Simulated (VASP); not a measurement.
Data:

```
CELL_PARAMETERS angstrom
      0.00000     2.99530     2.99530
      2.99530     0.00000     2.99530
      2.99530     2.99530     0.00000
ATOMIC_POSITIONS crystal
  Hg 0.00000 0.00000 0.00000
  S  0.25000 0.25000 0.25000
```

All values below come from optB88-vdW, VASP's PBE PAW potentials (set 64) (plane waves; VASP). Numerical set-up: 520 eV cut-off, 11×11×11 Γ-centred mesh, first-order Methfessel-Paxton smearing of 0.10 eV, potentials Hg S.

Unless said otherwise, spin-orbit coupling is left out, though it shifts the bands of the heavy elements here.

Problem. What does the run give for the energy per atom (σ→0), band gap (on the k-mesh) with the smallest direct gap where there is one?

Solution. 
| Item | Value |
|---|---|
| band gap (on the k-mesh) | none (metal, semimetal or under 0.01 eV) |
| energy per atom (σ→0) | -0.128 eV/atom |

Only differences to runs with the same potentials and settings are physical.

The compound is HgS in the zinc blende structure, metacinnabar; cinnabar is the stable form. It was relaxed first, which changed the volume by +7 %.
